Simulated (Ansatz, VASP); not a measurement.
TiW3: VASP beside Ansatz

INCAR

```
SYSTEM = TiW3
  ALGO = Normal
  EDIFF = 1E-6
  ENCUT = 520
  GGA = PE
  ISIF = 2
  ISMEAR = 0
  LASPH = .True.
  LCHARG = .False.
  LREAL = .False.
  LWAVE = .False.
  NBANDS = 35
  NELM = 100
  PREC = Accurate
  SIGMA = 0.1
```

The input KPOINTS:

```
k-points
0
Gamma
  4 4 4
  0 0 0
```

The input POSCAR:

```
TiW3
1.0
   -2.7179982000      2.7179982000      2.7179982000
    2.7179982000     -2.7179982000      2.7179982000
    2.7179982000      2.7179982000     -2.7179982000
Ti W
1 3
Direct
    0.0000000000      0.0000000000      0.0000000000
    0.0000000000      0.5000000000      0.5000000000
    0.5000000000      0.0000000000      0.5000000000
    0.5000000000      0.5000000000      0.0000000000
```

Input for Ansatz:

```yaml
crystal:
  lattice:
    - [-2.7179982, 2.7179982, 2.7179982]
    - [2.7179982, -2.7179982, 2.7179982]
    - [2.7179982, 2.7179982, -2.7179982]
  atoms:
    - { symbol: Ti, position: [0.0, 0.0, 0.0] }
    - { symbol: W, position: [0.0, 0.5, 0.5] }
    - { symbol: W, position: [0.5, 0.0, 0.5] }
    - { symbol: W, position: [0.5, 0.5, 0.0] }
basis:
  ecutwfc: 420
kpoints:
  mp_grid: { grid: [4, 4, 4] }
hamiltonian:
  xc: pbe
scf:
  occupations: { method: gaussian, width: 0.1 }
  lower_state_search: "off"
output:
  forces: true
  stress: true
  eigenvalues: true
```

Alike in both runs: task single point; functional PBE; k mesh 4 × 4 × 4; occupations gaussian, width 0.1 eV; no spin polarisation.

```csv
,VASP,Ansatz
version,VASP 6.6.1,Ansatz 0.2.0
potentials or method,"VASP PAW PBE potentials, release 64 (Ti_sv, W_sv)","scalar-relativistic, plane waves, PAW"
plane-wave cutoff (eV),520,420
valence electrons in the cell,54,54
```

```csv
,VASP,Ansatz,Ansatz less VASP
gap on the k mesh at the Fermi level (eV),none,none,-
pressure (GPa),-14.1,-14.2,-0.13
```

A gap of «none» marks a metal or a gap that the smearing closes. The functional is the same, so the differences come from potentials, cutoffs and numerics.

Caveats: the k mesh is coarse (spacing up to 0.41 Å⁻¹), so the values aren't converged. Spin-orbit coupling is left out, which matters for the levels of W.
